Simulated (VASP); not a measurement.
Method: revPBE GGA, VASP's PBE PAW potentials (set 64) (plane waves; VASP 6.6.1).

VASP input:

### POSCAR
```
Er
1.0
  1.8073199861  -3.1303695838   0.0000000000
  1.8073199861   3.1303695838   0.0000000000
  0.0000000000   0.0000000000   5.6099950815
Er
2
Direct
  0.3333330000   0.6666670000   0.2500000000
  0.6666670000   0.3333330000   0.7500000000
```

**INCAR**
```
# general
SYSTEM  = Er
PREC    = Accurate
ENCUT   = 520
LREAL   = .FALSE.   # projection in real space or not
LASPH   = .TRUE.

# electronic loop
EDIFF   = 1E-6   # SCF stop (eV)
NELM    = 100
ALGO    = Normal
LMAXMIX = 6   # l cut-off of mixed one-centre charges

# smearing
ISMEAR  = 1
SIGMA   = 0.1   # width (eV)

# functional
GGA     = RE   # revPBE

# ions
IBRION  = 2   # conjugate gradients
NSW     = 60
ISIF    = 3   # ions, shape and volume
EDIFFG  = -0.01   # ionic stop

# output
LWAVE   = .FALSE.
LCHARG  = .FALSE.
```

File KPOINTS:
```
Automatic mesh
0
Gamma
11 11 6
0 0 0
```

POTCAR, in this order: Er_3 (PBE.64 set). Program: vasp_std.

The resulting files:

### OUTCAR
```
 ion  position               nearest neighbor table
   1  0.333  0.667  0.250-   2 3.50   2 3.50   2 3.50   2 3.50   2 3.50   2 3.50
   2  0.667  0.333  0.750-   1 3.50   1 3.50   1 3.50   1 3.50   1 3.50   1 3.50
  LATTYP: Found a hexagonal cell.
 ALAT       =     3.6146395759
 C/A-ratio  =     1.5520205995
 Subroutine PRICEL returns:
 Original cell was already a primitive cell.
 Subroutine GETGRP returns: Found 24 space group operations
The static configuration has the point symmetry D_3d.
 The point group associated with its full space group is D_6h.
The dynamic configuration has the point symmetry D_3d.
 Subroutine INISYM returns: Found 24 space group operations
 Subroutine IBZKPT returns following result:
 Found     64 irreducible k-points:

 Following reciprocal coordinates:
            Coordinates               Weight
  0.000000  0.000000  0.000000      1.000000
  0.090909  0.000000  0.000000      6.000000
  0.181818  0.000000  0.000000      6.000000
  0.272727  0.000000  0.000000      6.000000
  0.363636  0.000000  0.000000      6.000000
  0.454545  0.000000  0.000000      6.000000
  0.090909  0.090909  0.000000      6.000000
  0.181818  0.090909  0.000000     12.000000
  0.272727  0.090909  0.000000     12.000000
  0.363636  0.090909  0.000000     12.000000
  0.454545  0.090909  0.000000      6.000000
  0.181818  0.181818  0.000000      6.000000
  0.272727  0.181818  0.000000     12.000000
  0.363636  0.181818  0.000000     12.000000
  0.272727  0.272727  0.000000      6.000000
  0.363636  0.272727  0.000000      6.000000
  0.000000  0.000000  0.166667      2.000000
  0.090909  0.000000  0.166667     12.000000
  0.181818  0.000000  0.166667     12.000000
  0.272727  0.000000  0.166667     12.000000
  0.363636  0.000000  0.166667     12.000000
  0.454545  0.000000  0.166667     12.000000
...
```

### OSZICAR
```
       N       E                     dE             d eps       ncg     rms          rms(c)
DAV:   1     0.551979240818E+02    0.55198E+02   -0.85532E+03  2660   0.135E+03
DAV:   2    -0.530332711940E+01   -0.60501E+02   -0.59031E+02  2781   0.582E+02
DAV:   3    -0.827242899823E+01   -0.29691E+01   -0.28162E+01  2995   0.668E+01
DAV:   4    -0.843268931994E+01   -0.16026E+00   -0.15438E+00  3041   0.115E+01
DAV:   5    -0.843809206706E+01   -0.54027E-02   -0.53771E-02  2904   0.235E+00    0.240E+01
DAV:   6    -0.843534680581E+01    0.27453E-02   -0.33573E-02  2787   0.344E+00    0.143E+01
DAV:   7    -0.844694817820E+01   -0.11601E-01   -0.58898E-02  2746   0.448E+00    0.362E-01
DAV:   8    -0.844686064937E+01    0.87529E-04   -0.38044E-03  2734   0.945E-01    0.931E-02
DAV:   9    -0.844687761001E+01   -0.16961E-04   -0.21716E-04  2859   0.204E-01    0.337E-02
DAV:  10    -0.844687137882E+01    0.62312E-05   -0.31125E-05  2806   0.710E-02    0.505E-02
DAV:  11    -0.844687279859E+01   -0.14198E-05   -0.27753E-06  2184   0.222E-02    0.309E-03
DAV:  12    -0.844687305341E+01   -0.25481E-06   -0.27334E-07  1522   0.152E-02
   1 F= -.84468731E+01 E0= -.84475978E+01  d E =-.844687E+01
```

OUTCAR:
```
------------------------ aborting loop because EDIFF is reached ----------------------------------------
  FORCE on cell =-STRESS in cart. coord.  units (eV):
  Direction    XX          YY          ZZ          XY          YZ          ZX
  --------------------------------------------------------------------------------------
  Total        0.0168838      0.0168838      0.0128324      0.0000000      0.0000000     -0.0000000
  in kB        0.4261451      0.4261449      0.3238886      0.0000000      0.0000000     -0.0000000
  external PRESSURE =       0.3920595 kB  Pullay stress =       0.0000000 kB
  volume of cell :       63.48
      direct lattice vectors                 reciprocal lattice vectors
     1.807319986 -3.130369584  0.000000000     0.276652725 -0.159725549  0.000000000
     1.807319986  3.130369584  0.000000000     0.276652725  0.159725549  0.000000000
     0.000000000  0.000000000  5.609995082     0.000000000  0.000000000  0.178253276
 POSITION                                       TOTAL-FORCE (eV/Angst)
 -----------------------------------------------------------------------------------
      1.80732      1.04346      1.40250        -0.000000     -0.000000      0.000000
      1.80732     -1.04346      4.20750         0.000000      0.000000      0.000000
 -----------------------------------------------------------------------------------
    total drift:                                0.000000      0.000090     -0.000011
  FREE ENERGIE OF THE ION-ELECTRON SYSTEM (eV)
  ---------------------------------------------------
  free  energy   TOTEN  =        -8.4468730534 eV

  energy  without entropy=       -8.4490472375  energy(sigma->0) =       -8.44759778

 reached required accuracy - stopping structural energy minimisation
```
(Selected blocks of OUTCAR.)

File OUTCAR:
```
 val. band max:        2.9037673404   @ k =   0.1818   0.0909   0.3333

 cond. band min:       2.9108196546   @ k =   0.3636   0.0000   0.0000


 Fermi energy:         2.9103259928

 k-point     1 :       0.0000    0.0000    0.0000
  band No.  band energies     occupation
      1     -22.1600      2.00000
      2     -21.7190      2.00000
      3     -21.7190      2.00000
      4     -21.6278      2.00000
      5     -21.6278      2.00000
      6     -21.5814      2.00000
      7      -2.4994      2.00000
      8       0.7450      2.00000
      9       3.8371     -0.00000
     10       4.8419     -0.00000
     11       4.8421     -0.00000
     12       5.2967      0.00000
     13       5.5496      0.00000

 k-point     2 :       0.0909    0.0000    0.0000
  band No.  band energies     occupation
      1     -22.1461      2.00000
      2     -21.7456      2.00000
      3     -21.7284      2.00000
      4     -21.6562      2.00000
      5     -21.6312      2.00000
      6     -21.5884      2.00000
      7      -2.3125      2.00000
      8       0.9279      2.00000
      9       3.6594     -0.00000
     10       4.4019     -0.00000
     11       5.0192      0.00000
     12       5.3284      0.00000
     13       5.6899      0.00000

 k-point     3 :       0.1818    0.0000    0.0000
  band No.  band energies     occupation
      1     -22.1067      2.00000
      2     -21.8173      2.00000
      3     -21.7527      2.00000
      4     -21.7304      2.00000
      5     -21.6411      2.00000
      6     -21.6095      2.00000
      7      -1.7785      2.00000
      8       1.4112      2.00000
      9       3.2249     -0.00008
     10       3.7369     -0.00000
     11       4.8227     -0.00000
     12       5.2868      0.00000
     13       5.4062      0.00000

 k-point     4 :       0.2727    0.0000    0.0000
  band No.  band energies     occupation
      1     -22.0484      2.00000
      2     -21.9118      2.00000
      3     -21.8233      2.00000
...
```

The 4f electrons are frozen in the core of the lanthanide potential, so 4f levels, which can set the real gap, and their magnetism are missing.

The compound is Er in the hcp structure. It was relaxed first. The start is the result of an earlier pass.
